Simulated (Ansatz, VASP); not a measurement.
# Cross-check of SnO (Romarchite) between VASP and Ansatz

Aim: how closely do two programs agree when they are given the same cell, functional and k mesh? The cell is taken from a series of runs on this material, whose earlier steps may have relaxed, scaled, displaced or heated it; both programs get it as it stands.

Method: plane waves, with VASP 6.6.1 beside it; zone-centre phonons at PBE with D3(BJ), in Ansatz 0.2.0.

## Step 1: Set-up

The structure is tetragonal, space group P4/nmm (No. 129). The conventional cell has a = 3.832 Å, b = 3.832 Å, c = 4.725 Å, α = 90.00°, β = 90.00°, γ = 90.00°. Nearest to O lie 4 Sn at 2.24 Å. Nearest to Sn lie 4 O at 2.24 Å. Farther neighbours and most contacts between anions are not listed.

## Step 2: VASP: zone-centre phonons, PBE with D3(BJ)

Second derivatives magnify differences that forces hide, and they need a tight electronic threshold.

Lines of VASP's logs that name or quote its potential files are left out, and so is its time.

INCAR

```
SYSTEM = SnO
PREC = Accurate
ENCUT = 600
EDIFF = 1E-08
NELM = 120
ISMEAR = 1
SIGMA = 0.2
LREAL = .FALSE.
ALGO = Normal
GGA = PE
IVDW = 12
NBANDS = 26
LORBIT = 11
LWAVE = .FALSE.
LCHARG = .FALSE.
ISIF = 2
IBRION = 6
NFREE = 2
POTIM = 0.015
NSW = 1
LASPH = .TRUE.
GGA_COMPAT = .FALSE.
KPAR = 2
```

POSCAR

```
SnO
1.0
    3.8316389530      0.0000000000      0.0000000000
    0.0000000000      3.8316389530      0.0000000000
    0.0000000000      0.0000000000      4.7247679593
O Sn
2 2
Direct
    1.0000000000      0.0000000000      0.0000000000
    0.5000000000      0.5000000000      0.0000000000
    0.5000000000      0.0000000000      0.2450549017
    1.0000000000      0.5000000000      0.7549450983
```

KPOINTS

```
Automatic mesh
0
Gamma
12 12 10
0 0 0
```

The projector-augmented-wave data sets are O and Sn_d (PBE family, release 64).

On the command line:

```
mpirun -np 2 vasp_std
```

Numbers of over 12 decimals in the logs are rounded to 6 here.

The program printed:

```text
[banner, memory and clock lines left out]
running    2 mpi-ranks, on    1 nodes
 distrk:  each k-point on    1 cores,    2 groups
 distr:  one band on    1 cores,    1 groups

 POSCAR found type information on POSCAR O Sn
 POSCAR found :  2 types and       4 ions
 LDA part: xc-table for (Slater+PW92), standard interpolation
 POSCAR, INCAR and KPOINTS ok, starting setup
 FFT: planning ... GRIDC
 FFT: planning ... GRID_SOFT
 FFT: planning ... GRID
 WAVECAR not read
 entering main loop
       N       E                     dE             d eps       ncg     rms          rms(c)
DAV:   1     0.423919158834E+03    0.42392E+03   -0.22008E+04  8824   0.258E+03
DAV:   2     0.372237188510E+02   -0.38670E+03   -0.37593E+03  9256   0.574E+02
DAV:   3    -0.233926500833E+02   -0.60616E+02   -0.59262E+02  9984   0.194E+02
DAV:   4    -0.263019313190E+02   -0.29093E+01   -0.28947E+01 10284   0.444E+01
DAV:   5    -0.263689331660E+02   -0.67002E-01   -0.66917E-01 10388   0.724E+00    0.116E+01
DAV:   6    -0.227122596068E+02    0.36567E+01   -0.18841E+01 14350   0.486E+01    0.495E+00
DAV:   7    -0.227015759686E+02    0.10684E-01   -0.21773E+00 10216   0.933E+00    0.250E+00
DAV:   8    -0.226924728382E+02    0.91031E-02   -0.35771E-01 12064   0.424E+00    0.853E-01
DAV:   9    -0.226814977747E+02    0.10975E-01   -0.71824E-02 14146   0.275E+00    0.248E-01
DAV:  10    -0.226830298514E+02   -0.15321E-02   -0.10988E-02 12998   0.977E-01    0.176E-01
DAV:  11    -0.226824149588E+02    0.61489E-03   -0.32362E-03 13394   0.544E-01    0.237E-02
DAV:  12    -0.226824667933E+02   -0.51835E-04   -0.44004E-04  9200   0.124E-01    0.388E-02
DAV:  13    -0.226824580149E+02    0.87784E-05   -0.49546E-05 13186   0.724E-02    0.538E-03
DAV:  14    -0.226824577630E+02    0.25191E-06   -0.57950E-06 10248   0.151E-02    0.479E-03
DAV:  15    -0.226824578354E+02   -0.72437E-07   -0.33379E-07 11550   0.478E-03    0.286E-03
DAV:  16    -0.226824580111E+02   -0.17566E-06   -0.99476E-08 10444   0.255E-03    0.754E-04
DAV:  17    -0.226824580601E+02   -0.48961E-07   -0.88245E-09  6822   0.783E-04    0.162E-04
DAV:  18    -0.226824580579E+02    0.21446E-08   -0.34496E-09  4648   0.807E-04
   1 F= -.23631519E+02 E0= -.23631789E+02  d E =0.812375E-03
[... from here on, the cycles between the ionic steps are left out ...]
   2 F= -.23630633E+02 E0= -.23630904E+02  d E =0.812343E-03
   3 F= -.23630633E+02 E0= -.23630904E+02  d E =0.812343E-03
   4 F= -.23630742E+02 E0= -.23631013E+02  d E =0.812183E-03
   5 F= -.23630742E+02 E0= -.23631013E+02  d E =0.812176E-03
   6 F= -.23630986E+02 E0= -.23631257E+02  d E =0.811882E-03
   7 F= -.23630986E+02 E0= -.23631257E+02  d E =0.811882E-03
   8 F= -.23631420E+02 E0= -.23631667E+02  d E =0.741968E-03
 Finite differences progress:
  Degree of freedom:   4/  4
  Displacement:        1/  2
  Total:               7/  8
 bond charge predicted
       N       E                     dE             d eps       ncg     rms          rms(c)
DAV:   1    -0.226680362524E+02    0.14117E-01   -0.43826E+00 10012   0.116E+01    0.419E-01
DAV:   2    -0.226800618463E+02   -0.12026E-01   -0.12563E-01 12904   0.255E+00    0.136E-01
DAV:   3    -0.226799208718E+02    0.14097E-03   -0.11577E-03 13486   0.863E-01    0.998E-02
DAV:   4    -0.226798831460E+02    0.37726E-04   -0.37752E-04 14738   0.604E-01    0.339E-02
DAV:   5    -0.226799076833E+02   -0.24537E-04   -0.22665E-04  9592   0.139E-01    0.746E-03
DAV:   6    -0.226799076723E+02    0.10931E-07   -0.67784E-06 12946   0.344E-02    0.543E-03
DAV:   7    -0.226799075083E+02    0.16403E-06   -0.15105E-06 11298   0.162E-02    0.139E-03
DAV:   8    -0.226799075871E+02   -0.78791E-07   -0.19182E-07 11990   0.609E-03    0.631E-04
DAV:   9    -0.226799076509E+02   -0.63825E-07   -0.19371E-08  7066   0.386E-03    0.201E-04
DAV:  10    -0.226799076634E+02   -0.12473E-07   -0.12533E-08  4980   0.236E-03    0.873E-05
DAV:  11    -0.226799076579E+02    0.54652E-08   -0.33834E-09  4562   0.700E-04
   9 F= -.23628758E+02 E0= -.23629042E+02  d E =0.851941E-03
 Finite differences progress:
  Degree of freedom:   4/  4
  Displacement:        2/  2
  Total:               8/  8
```

Parts of OUTCAR (step 2):

```text
ion  position               nearest neighbor table
   1  0.000  0.000  0.000-   3 2.24   4 2.24   4 2.24   3 2.24
   2  0.500  0.500  0.000-   3 2.24   4 2.24   3 2.24   4 2.24
   3  0.500  0.000  0.245-   1 2.24   2 2.24   2 2.24   1 2.24   4 3.56   4 3.56   4 3.56   4 3.56
                             4 3.63   4 3.63   4 3.63   4 3.63
   4  0.000  0.500  0.755-   1 2.24   2 2.24   1 2.24   2 2.24   3 3.56   3 3.56   3 3.56   3 3.56
                             3 3.63   3 3.63   3 3.63   3 3.63

  LATTYP: Found a simple tetragonal cell.
 ALAT       =     3.8316389530
 C/A-ratio  =     1.2330932056

 Subroutine GETGRP returns: Found 16 space group operations
 (whereof  8 operations were pure point group operations)

The static configuration has the point symmetry D_2d.
 The point group associated with its full space group is D_4h.

 Found    168 irreducible k-points:

   k-points           NKPTS =    168   k-points in BZ     NKDIM =    168   number of bands    NBANDS=     26

   dimension x,y,z NGX =    32 NGY =   32 NGZ =   40
   dimension x,y,z NGXF=    64 NGYF=   64 NGZF=   80

   ENCUT  =  600.0 eV  44.10 Ry    6.64 a.u.   7.65  7.65  9.44*2*pi/ulx,y,z

   NELECT =      40.0000    total number of electrons

 k-points in reciprocal lattice and weights: Automatic mesh
   0.00000000  0.00000000  0.00000000       0.001
   0.08333333  0.00000000  0.00000000       0.003
   0.16666667  0.00000000  0.00000000       0.003
   0.25000000  0.00000000  0.00000000       0.003
   0.33333333  0.00000000  0.00000000       0.003
   0.41666667  0.00000000  0.00000000       0.003
   0.50000000  0.00000000  0.00000000       0.001
   0.08333333  0.08333333  0.00000000       0.003
   0.16666667  0.08333333  0.00000000       0.006
[...]
25      12.9639      0.00000
    ...

 k-point     3 :       0.1667    0.0000    0.0000
  band No.  band energies     occupation
    ...
     16       1.2224      2.00000
     17       3.4592      2.00000
     18       3.8639      2.00000
     19       3.9008      2.00000
     20       7.1396      1.96111
     21      10.1395     -0.00000
     22      10.3567     -0.00000
     23      11.9393      0.00000
     24      12.4916      0.00000
     25      12.5831      0.00000
    ...

 k-point     4 :       0.2500    0.0000    0.0000
  band No.  band energies     occupation
    ...
     16       1.4376      2.00000
     17       3.1977      2.00000
     18       3.5879      2.00000
     19       3.7395      2.00000
     20       6.7409      2.00068
     21      10.0182     -0.00000
     22      10.7358     -0.00000
     23      12.1491      0.00000
     24      12.2683      0.00000
     25      12.8559      0.00000
    ...

 k-point     5 :       0.3333    0.0000    0.0000
  band No.  band energies     occupation
    ...
     16       1.7255      2.00000
     17       2.9793      2.00000
     18       3.2412      2.00000
     19       3.7107      2.00000
     20       6.0404      2.00000
     21      10.0768     -0.00000
     22      10.9739     -0.00000
     23      12.4163      0.00000
     24      12.4247      0.00000
     25      13.2364      0.00000
    ...

 Edisp (eV)   -0.94885

  Total       0.40449     0.40449     0.50849     0.00000     0.00000     0.00000
  in kB       9.34251     9.34251    11.74476     0.00000     0.00000     0.00000
  external pressure =       10.14 kB  Pullay stress =        0.00 kB

  energy-cutoff  :      600.00
  volume of cell :       69.37
      direct lattice vectors                 reciprocal lattice vectors
     3.831638953  0.000000000  0.000000000     0.260984924  0.000000000  0.000000000
     0.000000000  3.831638953  0.000000000     0.000000000  0.260984924  0.000000000
     0.000000000  0.000000000  4.724767959     0.000000000  0.000000000  0.211650606

 POSITION                                       TOTAL-FORCE (eV/Angst)
 -----------------------------------------------------------------------------------
      0.00000      0.00000      0.00000         0.000000      0.000000     -0.051659
      1.91582      1.91582      0.00000         0.000000      0.000000     -0.051659
      1.91582      0.00000      1.14283         0.000000      0.000000      0.281053
      0.00000      1.91582      3.56694         0.000000      0.000000     -0.177735
 -----------------------------------------------------------------------------------
    total drift:                               -0.000000     -0.000000      0.000201

  FREE ENERGIE OF THE ION-ELECTRON SYSTEM (eV)
  ---------------------------------------------------
  free  energy   TOTEN  =       -23.6287580215 eV

  energy  without entropy=      -23.6296099629  energy(sigma->0) =      -23.62904200

 Eigenvectors and eigenvalues of the dynamical matrix
 ----------------------------------------------------

   1 f  =   13.657790 THz    85.814425 2PiTHz  455.574834 cm-1    56.484055 meV
             X         Y         Z           dx          dy          dz
      0.000000  0.000000  0.000000     0.671765    0.216942   -0.000000
      1.915819  1.915819  0.000000    -0.671765   -0.216942    0.000000
      1.915819  0.000000  1.157828    -0.038865    0.012551   -0.000000
      0.000000  1.915819  3.566940     0.038865   -0.012551   -0.000000

   2 f  =   13.657790 THz    85.814425 2PiTHz  455.574834 cm-1    56.484055 meV
             X         Y         Z           dx          dy          dz
      0.000000  0.000000  0.000000     0.216942   -0.671765   -0.000000
      1.915819  1.915819  0.000000    -0.216942    0.671765    0.000000
      1.915819  0.000000  1.157828    -0.012551   -0.038865   -0.000000
      0.000000  1.915819  3.566940     0.012551    0.038865   -0.000000

   3 f  =   10.839644 THz    68.107491 2PiTHz  361.571600 cm-1    44.829145 meV
             X         Y         Z           dx          dy          dz
      0.000000  0.000000  0.000000    -0.000000   -0.000000    0.663838
      1.915819  1.915819  0.000000    -0.000000    0.000000    0.663838
      1.915819  0.000000  1.157828     0.000000   -0.000000   -0.243556
      0.000000  1.915819  3.566940     0.000000    0.000000   -0.243556

   4 f  =   10.343956 THz    64.992992 2PiTHz  345.037233 cm-1    42.779145 meV
             X         Y         Z           dx          dy          dz
      0.000000  0.000000  0.000000     0.000000   -0.000000   -0.707107
      1.915819  1.915819  0.000000     0.000000   -0.000000    0.707107
      1.915819  0.000000  1.157828    -0.000000    0.000000    0.000000
      0.000000  1.915819  3.566940    -0.000000   -0.000000   -0.000000

   5 f  =    7.869681 THz    49.446665 2PiTHz  262.504309 cm-1    32.546372 meV
             X         Y         Z           dx          dy          dz
      0.000000  0.000000  0.000000     0.261744   -0.609874   -0.000000
      1.915819  1.915819  0.000000     0.261744   -0.609874   -0.000000
      1.915819  0.000000  1.157828    -0.096237    0.224237    0.000000
      0.000000  1.915819  3.566940    -0.096237    0.224237   -0.000000

   6 f  =    7.869681 THz    49.446665 2PiTHz  262.504309 cm-1    32.546372 meV
             X         Y         Z           dx          dy          dz
      0.000000  0.000000  0.000000    -0.609874   -0.261744   -0.000000
      1.915819  1.915819  0.000000    -0.609874   -0.261744    0.000000
      1.915819  0.000000  1.157828     0.224237    0.096237   -0.000000
      0.000000  1.915819  3.566940     0.224237    0.096237    0.000000

   7 f  =    6.195706 THz    38.928769 2PiTHz  206.666507 cm-1    25.623370 meV
             X         Y         Z           dx          dy          dz
      0.000000  0.000000  0.000000     0.000000   -0.000000   -0.000000
      1.915819  1.915819  0.000000     0.000000   -0.000000   -0.000000
      1.915819  0.000000  1.157828    -0.000000    0.000000   -0.707107
      0.000000  1.915819  3.566940     0.000000   -0.000000    0.707107

   8 f  =    3.389027 THz    21.293885 2PiTHz  113.045773 cm-1    14.015883 meV
             X         Y         Z           dx          dy          dz
      0.000000  0.000000  0.000000    -0.031349    0.026176   -0.000000
      1.915819  1.915819  0.000000     0.031349   -0.026176    0.000000
      1.915819  0.000000  1.157828    -0.541866   -0.452452   -0.000000
      0.000000  1.915819  3.566940     0.541866    0.452452   -0.000000

   9 f  =    3.389027 THz    21.293885 2PiTHz  113.045773 cm-1    14.015883 meV
             X         Y         Z           dx          dy          dz
      0.000000  0.000000  0.000000     0.026176    0.031349    0.000000
      1.915819  1.915819  0.000000    -0.026176   -0.031349    0.000000
      1.915819  0.000000  1.157828     0.452452   -0.541866    0.000000
      0.000000  1.915819  3.566940    -0.452452    0.541866    0.000000

  10 f/i=    0.002264 THz     0.014223 2PiTHz    0.075506 cm-1     0.009362 meV
             X         Y         Z           dx          dy          dz
      0.000000  0.000000  0.000000     0.000000   -0.000000   -0.243556
      1.915819  1.915819  0.000000     0.000000   -0.000000   -0.243556
      1.915819  0.000000  1.157828     0.000000   -0.000000   -0.663838
      0.000000  1.915819  3.566940     0.000000   -0.000000   -0.663838

  11 f/i=    0.003821 THz     0.024010 2PiTHz    0.127465 cm-1     0.015804 meV
             X         Y         Z           dx          dy          dz
      0.000000  0.000000  0.000000    -0.091946   -0.226031   -0.000000
      1.915819  1.915819  0.000000    -0.091946   -0.226031   -0.000000
      1.915819  0.000000  1.157828    -0.250072   -0.614752   -0.000000
      0.000000  1.915819  3.566940    -0.250072   -0.614752   -0.000000

  12 f/i=    0.003821 THz     0.024010 2PiTHz    0.127465 cm-1     0.015804 meV
             X         Y         Z           dx          dy          dz
      0.000000  0.000000  0.000000    -0.226031    0.091946   -0.000000
      1.915819  1.915819  0.000000    -0.226031    0.091946   -0.000000
      1.915819  0.000000  1.157828    -0.614752    0.250072   -0.000000
      0.000000  1.915819  3.566940    -0.614752    0.250072   -0.000000

 ELASTIC MODULI CONTR FROM IONIC RELAXATION (kBar)
 Direction    XX          YY          ZZ          XY          YZ          ZX
 --------------------------------------------------------------------------------
 XX        -593.6767    -21.6276   -477.9545      0.0000     -0.0000      0.0000
 YY         -21.6276   -593.6767   -477.9545      0.0000      0.0000     -0.0000
 ZZ        -477.9545   -477.9545   -742.5285      0.0000     -0.0000      0.0000
 XY           0.0000      0.0000      0.0000      0.0000      0.0000      0.0000
 YZ          -0.0000      0.0000     -0.0000      0.0000   -238.7830     -0.0000
 ZX           0.0000     -0.0000      0.0000      0.0000     -0.0000   -238.7798
 --------------------------------------------------------------------------------

 total charge
# of ion       s       p       d       tot
------------------------------------------
    1        1.573   3.434   0.000   5.007
    2        1.573   3.434   0.000   5.007
    3        1.254   0.789  10.075  12.118
    4        1.254   0.789  10.075  12.118
--------------------------------------------------
tot          5.656   8.446  20.149  34.251

[... 1 further part left out ...]
```

CONTCAR:

```
SnO
   1.00000000000000
     3.8316389530000001    0.0000000000000000    0.0000000000000000
     0.0000000000000000    3.8316389530000001    0.0000000000000000
     0.0000000000000000    0.0000000000000000    4.7247679593000003
  O               Sn
     2     2
Direct
     0.0000000000000000    0.0000000000000000    0.0000000000000000
     0.5000000000000000    0.5000000000000000    0.0000000000000000
     0.4999999999999999    0.0000000000000000    0.2418801426157009
     0.0000000000000000    0.5000000000000000    0.7549450982999986
```

The last energy, forces, stress and levels in OUTCAR belong to the last displaced cell, not to the cell of POSCAR.

Levels, forces or a CONTCAR printed for this step are those of its last displaced cell, not of the structure at rest.

(Part 1 of 2 ends here.)

[Lines on the potential files, build, host, timing and source positions are cut from VASP's logs without a mark.]

[Logs are printed without paths, hosts, clocks, repeated set-up lines and the standing remarks that a program may print on its own settings, such as how far it seeks lower states.]

[Hosts, paths, dates, database ids (printed as entryN), source tags and the programs' standing remarks are cut or masked in the printed files.]
